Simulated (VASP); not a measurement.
Input:

```yaml
crystal:
  lattice:
    - [4.33214, 0.00000, 0.00000]
    - [0.00000, 4.33214, 0.00000]
    - [0.00000, 0.00000, 4.33214]
  atoms:
    - { symbol: Cd, position: [0.00000, 0.50000, 0.50000] }
    - { symbol: Cd, position: [0.50000, 0.50000, 0.00000] }
    - { symbol: Cd, position: [0.50000, 0.00000, 0.50000] }
    - { symbol: W, position: [0.00000, 0.00000, 0.00000] }
```

All values below come from PBE GGA, VASP's PBE PAW potentials (set 64) (plane waves; VASP). Numerical set-up: 300 eV cut-off, 7×7×7 Γ-centred mesh, Gaussian smearing of 0.050 eV, potentials Cd W_sv.

Task: Give the energies of bands 20 to 29 at the high-symmetry points, in eV from the Fermi level.

Result: 
```json
[
 {"band": "20", "Γ": "-7.85", "X": "-6.39", "M": "-5.24", "R": "-2.84"},
 {"band": "21", "Γ": "-1.52", "X": "-6.30", "M": "-3.93", "R": "-2.84"},
 {"band": "22", "Γ": "-1.52", "X": "-1.40", "M": "-3.57", "R": "-2.84"},
 {"band": "23", "Γ": "-0.19", "X": "-1.40", "M": "-3.57", "R": "-2.37"},
 {"band": "24", "Γ": "-0.19", "X": "-1.36", "M": "-0.95", "R": "-1.65"},
 {"band": "25", "Γ": "-0.19", "X": "0.07", "M": "-0.95", "R": "-1.65"},
 {"band": "26", "Γ": "0.38", "X": "0.32", "M": "0.30", "R": "-1.65"},
 {"band": "27", "Γ": "0.38", "X": "2.62", "M": "0.46", "R": "0.62"},
 {"band": "28", "Γ": "0.38", "X": "3.39", "M": "1.40", "R": "0.62"},
 {"band": "29", "Γ": "3.45", "X": "3.39", "M": "5.05", "R": "0.86"}
]
```

It has no gap at this level: it comes out as a metal or semimetal.

The structure was generated: Cd3W was put into an ordered model structure, which need not be its known phase. The cell was not relaxed at this level.
